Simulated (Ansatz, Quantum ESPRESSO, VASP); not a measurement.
## Code comparison for Se (P3_121, 3 atoms in the cell)

Self-consistent single point.

```yaml
crystal:
  lattice:
    - [2.21035, -3.82843, 0.00000]
    - [2.21035, 3.82843, 0.00000]
    - [0.00000, 0.00000, 5.00742]
  atoms:
    - { symbol: Se, position: [0.00000, 0.22500, 0.66667] }
    - { symbol: Se, position: [0.77500, 0.77500, 0.00000] }
    - { symbol: Se, position: [0.22500, 0.00000, 0.33333] }
```

Shared settings, as Ansatz (an electronic-structure program) writes them: kpoints.mp_grid.grid = 1 1 1; scf.occupations.method = fermi_dirac; scf.occupations.width = 0.01 eV. Potentials and cutoffs stand in the table.

```tsv
code	model	pressure (GPa)	largest force (eV/Å)	cutoff
Quantum ESPRESSO	PBE, SSSP 1.1.2 efficiency (PBE) pseudopotentials	9.88	1.966	40 Ry
Ansatz	PBE, default PAW files	9.89	1.972	default
VASP	PBE, VASP's PBE PAW potentials (set 64)	10.01	1.950	300 eV
```

The spread over the programs that give each value: pressure within 0.13 GPa; largest force within 0.022 eV/Å.

Ansatz's pressure is given at a fixed set of plane waves, as the other plane-wave codes print theirs.

On the base mesh (6 6 5) the same programs gave: Ansatz pressure 0.86 GPa, gap on the mesh 1.335 eV; Quantum ESPRESSO pressure 0.83 GPa; VASP pressure 0.98 GPa.

The values differ from the base mesh's, so the mesh still matters here: the table compares the programs at equal settings.

VASP's run is marked for a possible Pulay error in its stress at this cutoff; no cutoff test was made.

The starting cell has typed, rounded lattice constants, without a prior relaxation at this level. Its lattice was rescaled by a random factor within 2.5 % of one.

Left out of this page: ABINIT, GPAW, PySCF, Elk, FLEUR and SIESTA (not drawn, or without a comparable value); CP2K (on another mesh).

Keys are those of Ansatz 0.2.
